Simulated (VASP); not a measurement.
Consider the following.

```
CELL_PARAMETERS angstrom
      1.65913    -2.87369     0.00000
      1.65913     2.87369     0.00000
      0.00000     0.00000     5.15320
ATOMIC_POSITIONS crystal
  Sc 0.33333 0.66667 0.25000
  Sc 0.66667 0.33333 0.75000
```

These are AM05 GGA, VASP's PBE PAW potentials (set 64) (plane waves; VASP) values and carry that method's errors. Run with 520 eV cut-off, 13×13×7 Γ-centred mesh, first-order Methfessel-Paxton smearing of 0.10 eV, potentials Sc_sv.

Q: Estimate the energy per atom (σ→0), pressure, band gap (on the k-mesh) with the smallest direct gap where there is one.

A: 
| Item | Result |
|---|---|
| band gap (on the k-mesh) | none (metal, semimetal or under 0.01 eV) |
| energy per atom (σ→0) | -6.392 eV/atom |
| pressure | -1.62 GPa |

Only differences to runs with the same potentials and settings are physical.

The compound is Sc in the hcp structure. This cell is one point of a volume scan, at 1.03 of the reference volume.
